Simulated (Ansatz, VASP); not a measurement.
## TiOs: VASP beside Ansatz

Wanted: the spread between two codes on one cell, functional and k mesh. The cell is taken from a series of runs on this material, whose earlier steps may have relaxed, scaled, displaced or heated it; both programs get it as it stands.

Main program and level: Ansatz 0.2.0; plane waves, with VASP 6.6.1 beside it; zone-centre phonons at PBEsol.

## (1) Starting point

Symmetry: Pm-3m, No. 221, cubic system. Conventional cell: a = 3.061 Å, b = 3.061 Å, c = 3.061 Å, α = 90.00°, β = 90.00°, γ = 90.00°. Ti has 8 Os at 2.65 Å nearest. Nearest to Os lie 8 Ti at 2.65 Å. Farther neighbours are not listed.

## (2) Ansatz: zone-centre phonons, PBEsol

Ansatz runs on its PAW soft_1 files.

Second derivatives magnify differences that forces hide, and they need a tight electronic threshold.

input.yaml reads:

```yaml
crystal:
  lattice:
    - [3.0605662111, 0.0, 0.0]
    - [0.0, 3.0605662111, 0.0]
    - [0.0, 0.0, 3.0605662111]
  atoms:
    - { symbol: Ti, position: [0.5, 0.5, 0.5] }
    - { symbol: Os, position: [0.0, 0.0, 0.0] }
kpoints:
  mp_grid: { grid: [16, 16, 16] }
hamiltonian:
  xc: pbesol
  pseudopotentials: { kind: paw, azcp: { folder: soft_1 }, xc_functional: pbe }
scf:
  occupations: { method: fermi_dirac, width: 0.1 }
output:
  eigenvalues: true
phonons:
  method: dfpt
  qpoints:
    - [0, 0, 0]
    - [0.0, 0.0625, 0.0]
    - [0.0, 0.1875, 0.0]
    - [0.0, 0.3125, 0.0]
    - [0.0, 0.4375, 0.0]
```

Command:

```
ansatz run input.yaml --threads 4 --pin off --max-ram 12288MiB --backend cpu --events-out ev --progress --plain --runs-dir out
```

Numbers of over 12 decimals in the logs are rounded to 6 here.

The log of the run:

```text
Engine: ansatz 0.2.0, x86_64-unknown-linux-gnu
Pseudopotentials: kind: paw
Pseudopotential: Ti, paw, valence charge 12, recommended cutoff 420 eV (normal), soft_1/Ti.paw.azcp
Pseudopotential: Os, paw, valence charge 16, recommended cutoff 420 eV (normal), soft_1/Os.paw.azcp
Functional definition: PBEsol
  exchange = pbesol_x
  correlation = pbesol_c
Crystal: 2 atoms, lattice volume = 28.669 Å³
Basis set: ecut = 420 eV, 587 PW (Γ), exchange–correlation on 48×48×48 points (8 copies of the dense FFT grid, shifted against one another)
Bands: 18, of which v1, the nominal top of the filled ones, is band 14 counted from 1 (13 counted from 0)
Symmetry: 48 space group operations
k-points: 165 of 4096
Non-local potential: Ti, projectors of the file, l = 0: 3, l = 1: 2, l = 2: 3, l = 3: 1
Non-local potential: Os, projectors of the file, l = 0: 3, l = 1: 2, l = 2: 2, l = 3: 1
PAW form: soft (Blöchl's): semilocal exchange-correlation on the pseudo side does not see the compensation charge
PAW frozen core: Ti, regenerated for the run's functional, and the local potential with it (the file was generated under x = pbe(κ = 0.804, μ = 0.219515), c = pbe(β = 0.066725))
PAW frozen core: Os, regenerated for the run's functional, and the local potential with it (the file was generated under x = pbe(κ = 0.804, μ = 0.219515), c = pbe(β = 0.066725))
PAW one-centre angular grid: Ti, 590 points (default); XC on 64 Gauss nodes
PAW one-centre angular grid: Os, 590 points (default); XC on 64 Gauss nodes
Initial density: superposition of atomic densities (chi_scale 0.1, normalization cell, long waves kept (reshape's long-wave potential 0.00 eV rms))
Initial wavefunctions: pseudopotential atomic-orbital guess
Functional: x = pbesol(κ = 0.804, μ = 0.123457), c = pbesol(β = 0.046)
SCF iter   1: F=—  HF=-13728.762084 eV  |F-HF|=—  |Δ(HF+E_count)|=         —  Δρ=1.30e-1  dr2=7.44e0  ethr=3.10e-3  ⟨swp⟩=3.9  Hψ=11690  notcnv=0
preconditioner: auto → none  [metal: Δε(μ)=0.016 eV  Ē_g=4.981 eV  σ=0.100 eV  W_gap=0.04  n_scr=6 (ndim 8)  ℏωp=24.0 eV  f_vac=0.000  D(μ)=0.73/eV (n_scr^D=6)  sad-step TF]
SCF iter   2: F=—  HF=-13728.143633 eV  |F-HF|=—  |Δ(HF+E_count)|=   6.18e-1  Δρ=9.31e-2  dr2=4.06e0  ethr=3.10e-3  ⟨swp⟩=2.4  Hψ=5695  notcnv=0
SCF iter   3: F=—  HF=-13727.660693 eV  |F-HF|=—  |Δ(HF+E_count)|=   4.83e-1  Δρ=1.36e-2  dr2=8.55e-2  ethr=3.10e-3  ⟨swp⟩=2.2  Hψ=4745  notcnv=0
SCF iter   4: F=—  HF=-13727.646182 eV  |F-HF|=—  |Δ(HF+E_count)|=   1.45e-2  Δρ=3.17e-3  dr2=2.02e-3  ethr=3.05e-4  ⟨swp⟩=2.2  Hψ=5322  notcnv=0
SCF iter   5: F=—  HF=-13727.645818 eV  |F-HF|=—  |Δ(HF+E_count)|=   3.64e-4  Δρ=2.86e-4  dr2=1.47e-5  ethr=7.22e-6  ⟨swp⟩=2.3  Hψ=4352  notcnv=0
SCF iter   6: F=—  HF=-13727.645813 eV  |F-HF|=—  |Δ(HF+E_count)|=   5.20e-6  Δρ=2.50e-5  dr2=1.04e-7  ethr=5.24e-8  ⟨swp⟩=2.5  Hψ=4670  notcnv=0
SCF iter   7: F=—  HF=-13727.645819 eV  |F-HF|=—  |Δ(HF+E_count)|=   6.47e-6  Δρ=3.77e-6  dr2=2.53e-9  ethr=3.70e-10  ⟨swp⟩=2.2  Hψ=5013  notcnv=0
SCF iter   8: F=—  HF=-13727.645819 eV  |F-HF|=—  |Δ(HF+E_count)|=  7.00e-10  Δρ=4.13e-7  dr2=2.83e-11  ethr=9.05e-12  ⟨swp⟩=2.1  Hψ=4746  notcnv=0
SCF iter   9: F=-13727.645819 eV  HF=-13727.645819 eV  |F-HF|=5.46e-12  |Δ(HF+E_count)|=  3.64e-12  Δρ=4.36e-8  dr2=3.30e-13  ethr=1.00e-12  ⟨swp⟩=5.0  Hψ=11470  notcnv=0
the search or the solves at the SCF's close seem to have found levels that the self-consistency loop had missed (the run counts 4). By its estimate they hold 7.70e-12 electrons. The energies and the density leave them out; if the run goes on with those levels, later outputs use occupations computed again with them
SCF 1 converged in 9 iterations: F = -13727.645819 eV  dr2 = 3.30e-13
  greatest PAW one-centre occupation: 1.000 electrons in one spin orbital (limit 2), on the Os atom at site 1 (counted from 0), in its partial waves of l = 0
NSCF: frozen V_eff on 165 k-points
NSCF: frozen V_eff on 405 k-points
DFPT response loops at q = (0, 0, 0) (fractional): preconditioner auto → Kerker (q_TF=auto, 2.718 Å⁻¹) (partly filled bands, converged f_vac=0.000); β = 1.00, the filter's whole step (`scf.mixing.beta` (0.50) is not read by the response loops under this deck's `scf.mixing.preconditioner`; to damp them name `kerker` or `kerker_dos`, under which they read `scf.mixing.beta`, and type it under 1.00, their step now; both keys bind the ground state too); Broyden in place of MSR1
NSCF: frozen V_eff on 2592 k-points
DFPT response loops at q = (0, 0.0625, 0) (fractional): mixed as the last ones told, above
NSCF: frozen V_eff on 2592 k-points
DFPT response loops at q = (0, 0.1875, 0) (fractional): mixed as the last ones told, above
NSCF: frozen V_eff on 2592 k-points
DFPT response loops at q = (0, 0.3125, 0) (fractional): mixed as the last ones told, above
NSCF: frozen V_eff on 2592 k-points
DFPT response loops at q = (0, 0.4375, 0) (fractional): mixed as the last ones told, above
SCF converged after 9 iterations
Free energy (F): -13727.645819 eV
Harris-Foulkes:  -13727.645819 eV  (|F-HF|=5.46e-12)
Internal energy: -13727.631542 eV  (E = F + TS)
E sigma→0 (E₀):  -13727.638681 eV
Entropy (-TS):   -0.014278 eV (-7.139 meV/atom)
Fermi energy:    20.593044 eV
--- Per-component energies (eV) ---
  E_band       = -217.386019
  E_kinetic    = 774.148186
  E_local      = -1741.572832  (includes V_loc(G=0)·N_el)
  E_nonlocal   = 261.423011
  E_hartree    = 653.374020
  E_xc         = -349.095979
  E_vxc        = -392.669024  (∫ρ·V_xc dr)
  E_paw        = -9932.036995  (= ΣΔE_a)
  E_vpaw       = -425.463809  (= ΣTr[D̂ρ^β])
  E_aug_tail   = 0.000384  (compensation charges beyond the density's cutoff)
  E_ewald      = -3394.258719
  E_core_change = 0.387382  (= ΣΔE_core)
  E_smearing   = -0.014278  (= −TS)
  E_closure    = 0.000000  (closes the sum)
  Σ components = -13727.645819   (vs F -13727.645819, Δ=0.00e0)
--- Band table (eV; the first three rows and the last of 165) ---
  k-point 0: bands = [... 10 lower, 15.1518, 19.2303, 19.2303, 19.2303, 22.4855, 22.4855, 24.3918, 24.3918]
  k-point 1: bands = [... 10 lower, 15.2196, 19.2138, 19.2138, 19.2628, 22.3943, 22.5177, 24.1882, 24.1882]
  k-point 2: bands = [... 10 lower, 15.4161, 19.1685, 19.1685, 19.3590, 22.1319, 22.6091, 23.6918, 23.6918]
  k-point 164: bands = [... 10 lower, 16.8493, 18.9978, 18.9978, 18.9978, 21.9668, 21.9668, 23.6902, 23.6902]
--- Phonons (Γ-DFPT): 2 representative perturbations + reference (Σ response iterations 6) ---
  ASR residual: 3.006e-4 → 0.000e0 eV/Å²; symmetrization residual: 1.174e-6 eV/Å²
  ASR residual per site (eV/Å²): 3.01e-4 2.17e-4
  Γ frequencies (cm⁻¹): 0.00 0.00 0.00 234.41 234.41 234.41
  non-analytic LO–TO correction: not included (Born effective charges unavailable; polar crystals: no LO–TO splitting at Γ)
--- Phonons (arbitrary-q DFPT): 5 explicit q-points ---
  q = [0, 0, 0] (of the zone-centre solve; hermiticity 3.04e-7, symmetrization 8.88e-13): -0.00 -0.00 0.00 234.41 234.41 234.41
  q = [0, 0.0625, 0] (4 solved perturbations in 4032 linear systems a pass and spin channel, the states on 1296 of 4096 k-point pairs; hermiticity 1.79e-7, symmetrization 3.66e-11): 20.60 20.60 40.12 234.41 234.41 249.90
  q = [0, 0.1875, 0] (4 solved perturbations in 4032 linear systems a pass and spin channel, the states on 1296 of 4096 k-point pairs; hermiticity 7.55e-7, symmetrization 8.39e-12): 61.59 61.59 108.02 232.23 232.23 306.50
  q = [0, 0.3125, 0] (4 solved perturbations in 4032 linear systems a pass and spin channel, the states on 1296 of 4096 k-point pairs; hermiticity 4.09e-7, symmetrization 2.20e-11): 101.27 101.27 153.23 222.80 222.80 363.81
  q = [0, 0.4375, 0] (4 solved perturbations in 4032 linear systems a pass and spin channel, the states on 1296 of 4096 k-point pairs; hermiticity 2.28e-7, symmetrization 2.28e-12): 133.84 133.84 175.09 209.11 209.11 396.11
  sum rule: each row above includes the acoustic sum rule's correction from the zone centre's row sums; it moved no ω² by more than (1.31 cm⁻¹)²
```

Reading the cycles: dr2 is the Hartree energy of the density residual (eV), the measure of convergence; HF is the Harris–Foulkes estimate of the energy, which meets the free energy F at convergence.

(Part 1 of 2 ends here.)

[Lines on the potential files, build, host, timing and source positions are cut from VASP's logs without a mark.]

[Logs are printed without paths, hosts, clocks, repeated set-up lines and the standing remarks that a program may print on its own settings, such as how far it seeks lower states.]

[Hosts, paths, dates, database ids (printed as entryN), source tags and the programs' standing remarks are cut or masked in the printed files.]
